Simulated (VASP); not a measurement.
Here is the system:

```
AlTi
1.0
    2.79754     0.00000     0.00000
    0.00000     2.79754     0.00000
    0.00000     0.00000     4.02398
Ti Al
1 1
Cartesian
  0.00000  -0.02500   0.00000
  1.39877   1.39877   2.01199
```

Computed with PBEsol GGA, VASP's PBE PAW potentials (set 64) (plane waves; VASP 6.6.1). Numerical set-up: 480 eV cut-off, 12×12×8 Γ-centred mesh, first-order Methfessel-Paxton smearing of 0.10 eV, potentials Ti_sv Al.

Give the force on each atom (eV/Å).

| atom | Fx | Fy | Fz |
|---|---|---|---|
| Ti1 | 0.000 | 0.119 | 0.000 |
| Al2 | 0.000 | -0.119 | 0.000 |

Give the stress tensor in GPa (positive for a compressed cell).

```
0.22  0.00  0.00
0.00  0.21  0.00
0.00  0.00  0.28
```
The pressure is its mean diagonal, 0.23 GPa.

The compound is TiAl in the L1_0 structure. This cell was strained or had an atom moved on purpose. The electron count is odd and the run is not spin-polarised, which forces a metal.
